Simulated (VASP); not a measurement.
# Mo(100), as cut: electronic structure

Wanted: what it costs to take an electron out of Mo(100), held as cut.

Main program and level: VASP 6.6.1; PBE; plane waves and PAW (Mo).

## 1. The starting structure

The cell holds 7 atoms: 7 Mo. Cell: a = 3.150 Å, b = 3.150 Å, c = 27.450 Å, α = 90.0°, β = 90.0°, γ = 90.0°. Vacuum lies along c.

## 2. Potential and states of the slab

A static run writes the electrostatic potential without exchange and correlation (LVHAR), which is flat in the vacuum and gives the level to count from. The dipole correction cancels the field that unlike faces would set up across the vacuum.

INCAR reads:

```
SYSTEM = Mo
PREC = Normal
ENCUT = 300
EDIFF = 1E-06
NELM = 120
ISMEAR = -1
SIGMA = 0.1
LREAL = .FALSE.
ALGO = Fast
GGA = PE
NBANDS = 39
LASPH = .TRUE.
LORBIT = 11
LWAVE = .FALSE.
LCHARG = .TRUE.
IDIPOL = 3
LDIPOL = .TRUE.
DIPOL = 0.5 0.5 0.5
LVHAR = .TRUE.
LVACPOTAV = .TRUE.
LELF = .TRUE.
NEDOS = 1500
```

POSCAR reads:

```
Mo
1.0
    3.1500000000      0.0000000000      0.0000000000
    0.0000000000      3.1500000000      0.0000000000
    0.0000000000      0.0000000000     27.4500000000
Mo
7
Direct
    0.0000000000      0.0000000000      0.3278688525
    0.5000000000      0.5000000000      0.3852459016
    0.0000000000      0.0000000000      0.4426229508
    0.5000000000      0.5000000000      0.5000000000
    0.0000000000      0.0000000000      0.5573770492
    0.5000000000      0.5000000000      0.6147540984
    0.0000000000      0.0000000000      0.6721311475
```

KPOINTS reads:

```
Automatic mesh
0
Gamma
16 16 1
0 0 0
```

KPOINTS_OPT reads:

```
Line mode
14
Line-mode
Reciprocal
  0.50000000   0.50000000   0.00000000 M
  0.00000000   0.00000000   0.00000000 GAMMA

  0.00000000   0.00000000   0.00000000 GAMMA
  0.00000000   0.50000000   0.00000000 X

  0.00000000   0.50000000   0.00000000 X
  0.50000000   0.50000000   0.00000000 M
```

PAW data sets: Mo (PBE family, release 64).

On the command line:

```bash
$ mpirun -np 2 vasp_std
```

Log:

```text
[banner, memory and clock lines left out]
running    2 mpi-ranks, on    1 nodes
 distrk:  each k-point on    2 cores,    1 groups
 distr:  one band on    1 cores,    2 groups

 POSCAR found type information on POSCAR Mo
 POSCAR found :  1 types and       7 ions
 LDA part: xc-table for (Slater+PW92), standard interpolation
|                                                                             |
|           W    W    AA    RRRRR   N    N  II  N    N   GGGG   !!!           |
|           W    W   A  A   R    R  NN   N  II  NN   N  G    G  !!!           |
|           W    W  A    A  R    R  N N  N  II  N N  N  G       !!!           |
|           W WW W  AAAAAA  RRRRR   N  N N  II  N  N N  G  GGG   !            |
|           WW  WW  A    A  R   R   N   NN  II  N   NN  G    G                |
|           W    W  A    A  R    R  N    N  II  N    N   GGGG   !!!           |
|                                                                             |
|     The number of bands has been changed from the values supplied in        |
|     The orbitals not found in the WAVECAR file will be initialized with     |
|     random numbers, which is usually adequate. For correlated               |
|     calculations, however, you should redo the groundstate calculation.     |
|     I found NBANDS = 39. Now, NBANDS = 40.                                  |
|                                                                             |

 POSCAR, INCAR and KPOINTS ok, starting setup
 FFT: planning ... GRIDC
 FFT: planning ... GRID_SOFT
 FFT: planning ... GRID
 WAVECAR not read
 entering main loop
       N       E                     dE             d eps       ncg     rms          rms(c)
DAV:   1     0.123037431024E+03    0.12304E+03   -0.11810E+04  3616   0.540E+02
DAV:   2    -0.664370354266E+02   -0.18947E+03   -0.17040E+03  4816   0.155E+02
DAV:   3    -0.791894297371E+02   -0.12752E+02   -0.11803E+02  4544   0.375E+01
DAV:   4    -0.795961225377E+02   -0.40669E+00   -0.40022E+00  4616   0.714E+00
DAV:   5    -0.796067185090E+02   -0.10596E-01   -0.10570E-01  4896   0.104E+00    0.353E+01
RMM:   6    -0.952708905808E+02   -0.15664E+02   -0.28723E+01  4322   0.152E+01    0.283E+01
RMM:   7    -0.102531142098E+03   -0.72603E+01   -0.24662E+01  4533   0.128E+01    0.306E+01
RMM:   8    -0.803259493744E+02    0.22205E+02   -0.14849E+01  3859   0.113E+01    0.173E+01
RMM:   9    -0.728560271318E+02    0.74699E+01   -0.48222E+00  3642   0.727E+00    0.547E+00
RMM:  10    -0.726277398697E+02    0.22829E+00   -0.95333E-01  4020   0.284E+00    0.456E+00
RMM:  11    -0.726346091987E+02   -0.68693E-02   -0.17020E-01  4563   0.115E+00    0.435E+00
RMM:  12    -0.726359912425E+02   -0.13820E-02   -0.59397E-02  4077   0.753E-01    0.425E+00
RMM:  13    -0.724852377071E+02    0.15075E+00   -0.17797E-01  4665   0.127E+00    0.285E+00
RMM:  14    -0.724303588368E+02    0.54879E-01   -0.41002E-02  3979   0.660E-01    0.193E+00
RMM:  15    -0.723906806851E+02    0.39678E-01   -0.32750E-02  4069   0.511E-01    0.122E+00
RMM:  16    -0.723853362380E+02    0.53444E-02   -0.87061E-03  4496   0.268E-01    0.928E-01
RMM:  17    -0.723776401693E+02    0.76961E-02   -0.13745E-02  4384   0.365E-01    0.570E-01
RMM:  18    -0.723757318155E+02    0.19084E-02   -0.41701E-03  4168   0.193E-01    0.205E-01
RMM:  19    -0.723760380777E+02   -0.30626E-03   -0.20243E-03  4373   0.115E-01    0.637E-02
RMM:  20    -0.723761941119E+02   -0.15603E-03   -0.38037E-04  4744   0.518E-02    0.105E-01
RMM:  21    -0.723761884165E+02    0.56954E-05   -0.46125E-05  4362   0.225E-02    0.655E-02
RMM:  22    -0.723762062032E+02   -0.17787E-04   -0.73907E-05  4172   0.260E-02    0.270E-02
RMM:  23    -0.723762276691E+02   -0.21466E-04   -0.33130E-05  4228   0.156E-02    0.123E-02
RMM:  24    -0.723762371619E+02   -0.94929E-05   -0.73747E-06  4082   0.652E-03    0.185E-02
RMM:  25    -0.723762375102E+02   -0.34821E-06   -0.10391E-06  2855   0.256E-03
|                                                                             |
|           W    W    AA    RRRRR   N    N  II  N    N   GGGG   !!!           |
|           W    W   A  A   R    R  NN   N  II  NN   N  G    G  !!!           |
|           W    W  A    A  R    R  N N  N  II  N N  N  G       !!!           |
|           W WW W  AAAAAA  RRRRR   N  N N  II  N  N N  G  GGG   !            |
|           WW  WW  A    A  R   R   N   NN  II  N   NN  G    G                |
|           W    W  A    A  R    R  N    N  II  N    N   GGGG   !!!           |
|                                                                             |
|     Did not find any points to average over, which means that no vacuum     |
|     field-free region was found. Please increase the size of  your cell     |
|     in the dimension of the dipole correction to obtain accurate            |
|     workfunction values.                                                    |
|                                                                             |

   1 F= -.72376238E+02 E0= -.72258206E+02  d E =-.236064E+00
 Start KPOINTS_OPT (optional k-point list driver)
k-point batch [1-42\42]
       N       E                     dE             ncg
DAV:   1     0.422842057358E+04   -0.28416E+05     3360
DAV:   2    -0.308476447589E+04   -0.73132E+04     4504
DAV:   3    -0.365022305504E+04   -0.56546E+03     4448
DAV:   4    -0.367035496335E+04   -0.20132E+02     4400
DAV:   5    -0.367092511247E+04   -0.57015E+00     4456
DAV:   6    -0.367094326063E+04   -0.18148E-01     4672
DAV:   7    -0.367094360086E+04   -0.34023E-03     4560
DAV:   8    -0.367094360878E+04   -0.79207E-05     3768
DAV:   9    -0.367094360913E+04   -0.35391E-06     2768
```

Run time: 2.3 min. Hardware: 2 MPI ranks of Intel Xeon Platinum 8488C (Sapphire Rapids), shared host; peak memory 0.51 GiB; 4.6 min of CPU time.

The logs omit lines about the potential files and the build; timing stands in the text.

Parts of OUTCAR (step 2):

```text
ion  position               nearest neighbor table
   1  0.000  0.000  0.328-   2 2.73   2 2.73   2 2.73   2 2.73   3 3.15
   2  0.500  0.500  0.385-   1 2.73   1 2.73   1 2.73   1 2.73   3 2.73   3 2.73   3 2.73   3 2.73
                             4 3.15
   3  0.000  0.000  0.443-   2 2.73   4 2.73   2 2.73   4 2.73   2 2.73   4 2.73   2 2.73   4 2.73
                             1 3.15   5 3.15
   4  0.500  0.500  0.500-   3 2.73   5 2.73   3 2.73   5 2.73   3 2.73   5 2.73   3 2.73   5 2.73
                             2 3.15   6 3.15
   5  0.000  0.000  0.557-   4 2.73   6 2.73   4 2.73   6 2.73   4 2.73   6 2.73   4 2.73   6 2.73
                             7 3.15   3 3.15
   6  0.500  0.500  0.615-   7 2.73   7 2.73   7 2.73   7 2.73   5 2.73   5 2.73   5 2.73   5 2.73
                             4 3.15
   7  0.000  0.000  0.672-   6 2.73   6 2.73   6 2.73   6 2.73   5 3.15

  LATTYP: Found a simple tetragonal cell.
 ALAT       =     3.1500000000
 C/A-ratio  =     8.7142857143

 Subroutine GETGRP returns: Found 16 space group operations
 (whereof 16 operations were pure point group operations)

The static configuration has the point symmetry D_4h.

 Found     45 irreducible k-points:

   k-points           NKPTS =     45   k-points in BZ     NKDIM =     45   number of bands    NBANDS=     40

   dimension x,y,z NGX =    14 NGY =   14 NGZ =  120
   dimension x,y,z NGXF=    28 NGYF=   28 NGZF=  240

   ENCUT  =  300.0 eV  22.05 Ry    4.70 a.u.   4.45  4.45 38.77*2*pi/ulx,y,z

   NELECT =      42.0000    total number of electrons

 k-points in reciprocal lattice and weights: Automatic mesh
   0.00000000  0.00000000  0.00000000       0.004
   0.06250000  0.00000000  0.00000000       0.016
   0.12500000  0.00000000  0.00000000       0.016
   0.18750000  0.00000000  0.00000000       0.016
   0.25000000  0.00000000  0.00000000       0.016
   0.31250000  0.00000000  0.00000000       0.016
   0.37500000  0.00000000  0.00000000       0.016
   0.43750000  0.00000000  0.00000000       0.016
   0.50000000  0.00000000  0.00000000       0.008
[...]
0.50000000  0.43750000  0.00000000       0.016
   0.50000000  0.50000000  0.00000000       0.004

 dipolmoment           0.000000      0.000000     -0.000000 electrons x Angstroem

 average (electrostatic) potential at core
       1 -42.9076       2 -43.1103       3 -43.2370       4 -43.0866       5 -43.2370
       6 -43.1103       7 -42.9076

 E-fermi :   0.3955

 k-point     1 :       0.0000    0.0000    0.0000
  band No.  band energies     occupation
    ...
     20      -0.1794      1.99365
     21       0.2652      1.57270
     22       0.2652      1.57270
     23       0.3277      1.32651
     24       0.3316      1.30933
     25       0.6884      0.10149
     26       0.7785      0.04250
     27       1.2688      0.00032
     28       1.2688      0.00032
     29       1.6302      0.00001
    ...

 k-point     2 :       0.0625    0.0000    0.0000
  band No.  band energies     occupation
    ...
     19      -0.2866      1.99782
     20       0.0549      1.93578
     21       0.0636      1.93016
     22       0.0890      1.91086
     23       0.3253      1.33746
     24       0.6085      0.21243
     25       0.8276      0.02622
     26       0.9468      0.00803
     27       0.9622      0.00690
     28       1.3050      0.00022
    ...

 k-point     3 :       0.1250    0.0000    0.0000
  band No.  band energies     occupation
    ...
     19      -0.2188      1.99571
     20      -0.0400      1.97466
     21       0.1147      1.88623
     22       0.2510      1.61855
     23       0.4116      0.91964
     24       0.8261      0.02661
     25       0.9418      0.00845
     26       0.9762      0.00600
     27       1.1241      0.00137
     28       1.4020      0.00009
    ...

  Total       -8.0874035     -8.0874035     -6.0557348      0.0000000     -0.0000000      0.0000000
  in kB      -47.5725290    -47.5725290    -35.6216450      0.0000000     -0.0000000      0.0000000
  external PRESSURE =     -43.5889010 kB  Pullay stress =       0.0000000 kB

  energy-cutoff  :      300.00
  volume of cell :      272.37
      direct lattice vectors                 reciprocal lattice vectors
     3.150000000  0.000000000  0.000000000     0.317460317  0.000000000  0.000000000
     0.000000000  3.150000000  0.000000000     0.000000000  0.317460317  0.000000000
     0.000000000  0.000000000 27.450000000     0.000000000  0.000000000  0.036429872

 POSITION                                       TOTAL-FORCE (eV/Angst)
 -----------------------------------------------------------------------------------
      0.00000      0.00000      9.00000         0.000000      0.000000      1.534043
      1.57500      1.57500     10.57500        -0.000000     -0.000000     -1.309533
      0.00000      0.00000     12.15000         0.000000     -0.000000     -0.187499
      1.57500      1.57500     13.72500         0.000000      0.000000      0.000000
      0.00000      0.00000     15.30000         0.000000      0.000000      0.187499
      1.57500      1.57500     16.87500         0.000000     -0.000000      1.309533
      0.00000      0.00000     18.45000        -0.000000      0.000000     -1.534043
 -----------------------------------------------------------------------------------
    total drift:                                0.000000      0.000000      0.000000

  FREE ENERGIE OF THE ION-ELECTRON SYSTEM (eV)
  ---------------------------------------------------
  free  energy   TOTEN  =       -72.3762375102 eV

  energy  without entropy=      -72.1401739092  energy(sigma->0) =      -72.25820571

 vacuum level on the upper side and lower side of the slab         4.370         4.370

 total charge
# of ion       s       p       d       tot
------------------------------------------
    1        0.456   0.281   4.262   4.999
    2        0.522   0.534   4.332   5.389
    3        0.521   0.559   4.330   5.409
    4        0.520   0.561   4.353   5.434
    5        0.521   0.559   4.330   5.409
    6        0.522   0.534   4.332   5.389
    7        0.456   0.281   4.262   4.999
--------------------------------------------------
tot          3.519   3.307  30.202  37.028

[... 3 further parts left out ...]
```

The data set Mo keeps the semicore shell frozen, which is cheaper and a little less accurate.

This step gave:

| Property | Result |
| --- | --- |
| electronic cycles | 25 |
| electrons | 42 |
| free energy (TOTEN) | -72.3762 eV |
| energy at zero smearing | -72.2582 eV |
| Fermi energy | 0.3955 eV |
| labelled metallic, from the levels on this mesh | yes |
| DOS at the Fermi level | 7.243 states/eV/cell |
| dipole moment | 0, 0, 0 e·Å |
| vacuum levels | 4.37, 4.37 eV |
| work functions of the upper and lower face | 3.974, 3.974 eV |

The electronic bands at the labelled points (eV, zero at the Fermi level; # counts the bands kept):

```
          point    #18    #19    #20    #21    #22    #23    #24   #25
              M   0.16   0.16   1.51   1.52   1.85   1.87   2.17  2.19
0.54 of the way  -1.70  -1.14  -0.34  -0.33  -0.13  -0.01   0.79  1.00
              Γ  -0.76  -0.76  -0.57  -0.13  -0.13  -0.07  -0.06  0.29
0.54 of the way  -0.92  -0.80  -0.75  -0.56   0.45   0.49   0.60  0.60
              X  -0.70  -0.43  -0.19  -0.17   0.17   0.54   0.62  1.04
0.54 of the way  -1.17  -0.80  -0.20  -0.10   0.70   0.87   1.28  1.29
              M   0.16   0.16   1.51   1.52   1.85   1.87   2.17  2.19
```

The density of states has structure finer than the step of the table below, so its rows give means over 0.5 eV, whole bins alone (the curve runs from -7.76 to 7.97 eV). Peaks (eV: height): total -3.00: 11.7, -0.46: 8.42, 1.46: 13.3; Mo s -4.42: 1.51, -1.70: 0.346; Mo p -2.95: 0.730, -1.48: 1.12, 3.33: 0.427; Mo d -2.95: 9.51, -0.52: 6.54, 1.46: 11.3, 2.31: 10.9.

Means over bins of 0.057 eV. The density of states by energy, zero at the Fermi level; means over each step; values in states/eV/cell:

```
energy (eV)   total     Mo s     Mo p     Mo d
       -7.5  5.0e-4   3.3e-4        0        0
       -7.0  0.0513   0.0386  0.00124   2.7e-5
       -6.5   0.284    0.209   0.0116  0.00226
       -6.0   0.426    0.293   0.0300   0.0114
       -5.5   0.890    0.520   0.0755    0.114
       -5.0    3.16    0.905    0.174     1.64
       -4.5    6.56     1.40    0.391     3.90
       -4.0    7.45     1.07    0.501     4.97
       -3.5    8.68    0.933    0.559     6.08
       -3.0    11.2    0.483    0.704     8.95
       -2.5    9.01    0.174    0.600     7.45
       -2.0    9.40    0.304    0.873     7.32
       -1.5    9.02    0.321     1.07     6.56
       -1.0    6.40    0.177    0.734     4.66
       -0.5    7.90    0.144    0.613     6.06
        0.0    7.11    0.149    0.539     5.24
        0.5    7.10    0.123    0.480     5.44
        1.0    10.1    0.141    0.503     8.14
        1.5    12.6    0.162    0.518     10.7
        2.0    11.0    0.107    0.357     9.87
        2.5    10.2    0.137    0.328     9.19
        3.0    6.58    0.164    0.392     5.43
        3.5    5.76    0.149    0.383     4.64
        4.0    3.20    0.113    0.264     2.35
        4.5    2.00    0.114    0.251     1.17
        5.0    1.32   0.0844    0.202    0.661
        5.5    1.10   0.0612    0.184    0.531
        6.0    1.02   0.0563    0.210    0.466
        6.5   0.466   0.0222   0.0908    0.217
        7.0   0.221   0.0143   0.0500   0.0841
        7.5  0.0656  0.00917  0.00899   0.0205
```

The planar average of the electrostatic potential oscillates, so the rows of the table below give means over windows of 1.6 Å about each position, cut where the curve ends. Its maxima inside the range that stand out by 2 % of the span (Å: eV): 9.8: -5.77, 11.3: -6.33, 12.9: -6.23, 14.5: -6.23, 16.1: -6.33, 17.6: -5.77. Its minima: 9.0: -6.76, 10.6: -7.34, 12.1: -7.44, 13.7: -7.32, 15.3: -7.44, 16.8: -7.34, 18.4: -6.76.

Zero at the Fermi level. Table of planar average of the electrostatic potential by height; means over each step:

| height (Å) | planar average of the electrostatic potential (eV) |
| --- | --- |
| 0.80 | 3.98 |
| 2.40 | 3.98 |
| 4.00 | 3.98 |
| 5.60 | 3.94 |
| 7.20 | 2.84 |
| 8.80 | -4.89 |
| 10.40 | -6.56 |
| 12.00 | -6.81 |
| 13.60 | -6.71 |
| 15.20 | -6.80 |
| 16.80 | -6.65 |
| 18.40 | -5.62 |
| 20.00 | 2.07 |
| 21.60 | 3.91 |
| 23.20 | 3.98 |
| 24.80 | 3.98 |
| 26.40 | 3.98 |

Density of states in the PAW spheres, an atom over height of the layer and energy from the Fermi level.

Values in states/eV, 22 rows by 7 columns, each cell a mean:
```
1.19 0.59 0.81 0.49 0.81 0.59 1.19
1.73 0.41 0.61 0.43 0.61 0.41 1.73
2.05 0.59 0.43 0.69 0.43 0.59 2.05
1.45 0.69 0.46 0.74 0.46 0.69 1.45
0.99 0.81 0.80 0.88 0.80 0.81 0.99
1.12 1.05 1.28 1.26 1.28 1.05 1.12
1.19 1.23 1.23 1.20 1.23 1.23 1.19
1.08 1.36 1.09 0.95 1.09 1.36 1.08
1.07 1.65 1.29 1.37 1.29 1.65 1.07
0.98 1.68 1.50 1.40 1.50 1.68 0.98
0.81 1.27 1.18 1.01 1.18 1.27 0.81
0.45 1.08 1.26 1.13 1.26 1.08 0.45
0.33 0.99 1.24 1.16 1.24 0.99 0.33
0.20 0.66 0.99 1.05 0.99 0.66 0.20
0.09 0.30 0.49 0.51 0.49 0.30 0.09
0.04 0.12 0.15 0.13 0.15 0.12 0.04
0.02 0.06 0.08 0.08 0.08 0.06 0.02
0.01 0.03 0.06 0.07 0.06 0.03 0.01
0.01 0.02 0.04 0.05 0.04 0.02 0.01
0.00 0.00 0.01 0.01 0.01 0.00 0.00
0.00 0.00 0.00 0.00 0.00 0.00 0.00
0.00 0.00 0.00 0.00 0.00 0.00 0.00
```
Columns: height of the layer (Å) from 9 to 18.4; rows upwards: energy from the Fermi level (eV) from -7.9 to 0.5.

Force by atom:

```csv
atom,x (eV/Å),y (eV/Å),z (eV/Å),size
Mo1,0.00,0.00,1.53,1.53
Mo2,0.00,0.00,-1.31,1.31
Mo3,0.00,0.00,-0.19,0.19
Mo4,0.00,0.00,0.00,0.00
Mo5,0.00,0.00,0.19,0.19
Mo6,0.00,0.00,1.31,1.31
Mo7,0.00,0.00,-1.53,1.53
```

Electrostatic potential energy in the ca plane at fractional y = 0.000, with atoms of Mo within 0.2 Å of it. With pseudopotentials it is smooth inside the atoms' cores, unlike the true potential.

Ten even steps from '0' (-27 eV) to '9' (4 eV), each cell a mean:
```
86410025886300036885200147885100247899999999
98642357898532357987432368986423468999999999
99876678998866688998766788998766789999999999
99988899889988899889988898899988899999999999
99887889988887889898887888899888899999999999
98754468998654568998644578987644578999999999
87421136887410147886310257985311358999999999
86310025886200026885200037874100147899999999
```
Columns run along c (16.0 Å, from fractional 0.27 to 0.85 of the cell; values clipped at the 3rd and 97th percentile), rows up along a (3.1 Å). Atoms in or near the plane, at fractional coordinates: Mo at (0.33, 0.00), Mo at (0.44, 0.00), Mo at (0.56, 0.00), Mo at (0.67, 0.00).

Valence density in the ca plane at fractional y = 0.000, with atoms of Mo within 0.2 Å of it. It is the smooth field of the valence electrons, not physical close to the nuclei.

Values in units of 1e-1 e/Å³, 5 rows by 16 columns, each cell a mean:
```
1.4 8.4 5.2 2.7 7.1 6.1 2.6 6.1 7.1 2.7 5.2 8.4 1.4 0.1 0.0 0.0
0.8 3.1 3.1 2.5 3.3 3.2 2.5 3.2 3.3 2.5 3.1 3.1 0.8 0.1 0.0 0.0
0.6 1.9 2.5 2.4 2.5 2.5 2.4 2.5 2.5 2.4 2.5 1.9 0.6 0.1 0.0 0.0
0.9 4.5 3.8 2.6 4.2 4.0 2.6 4.0 4.2 2.6 3.8 4.5 0.9 0.1 0.0 0.0
1.6 9.9 5.4 2.6 8.0 6.7 2.6 6.7 8.0 2.6 5.4 9.9 1.6 0.1 0.0 0.0
```
Columns run along c (16.0 Å, from fractional 0.27 to 0.85 of the cell), rows up along a (3.1 Å). Atoms in or near the plane, at fractional coordinates: Mo at (0.33, 0.00), Mo at (0.44, 0.00), Mo at (0.56, 0.00), Mo at (0.67, 0.00).

(Part 1 of 3 ends here.)

[Lines on the potential files, build, host, timing and source positions are cut from VASP's logs without a mark.]

[Logs are printed without paths, hosts, clocks, repeated set-up lines and the standing remarks that a program may print on its own settings, such as how far it seeks lower states.]

[Hosts, paths, dates, database ids (printed as entryN), source tags and the programs' standing remarks are cut or masked in the printed files.]

[In band tables of VASP the shares of atoms and orbitals are scaled to a sum of 1 inside the atoms' spheres.]

[Runs that stopped without an error message from VASP are left out.]
